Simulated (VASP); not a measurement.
```xyz
1
Lattice="0.0000 1.7110 1.7110 1.7110 0.0000 1.7110 1.7110 1.7110 0.0000" Properties=species:S:1:pos:R:3 pbc="T T T"
Ni     0.0000     0.0000     0.0000
```
Starting moments (μB, in the order of the record's atoms Ni): 0.6.

All values below come from PBE GGA, VASP's PBE PAW potentials (set 64) (plane waves; VASP 6.6.1). Settings: 500 eV cut-off, 18×18×18 Γ-centred mesh, first-order Methfessel-Paxton smearing of 0.10 eV, potentials Ni.

### Question
Estimate the cell moment, energy per atom (σ→0), pressure, band gap (on the k-mesh) with the smallest direct gap where there is one.

### Answer

The band gap (on the k-mesh) is none (metal, semimetal or under 0.01 eV). The cell moment is 0.61 μB, the energy per atom (σ→0) is -5.423 eV/atom and the pressure is 198.4 kbar.

### Question
Give the moment on each site (PAW-sphere projection).

### Answer

```tsv
site	moment (μB)
Ni1	0.61
```

Only differences to runs with the same potentials and settings are physical.

The compound is Ni in the fcc structure. It was relaxed first under an external pressure of 20 GPa.
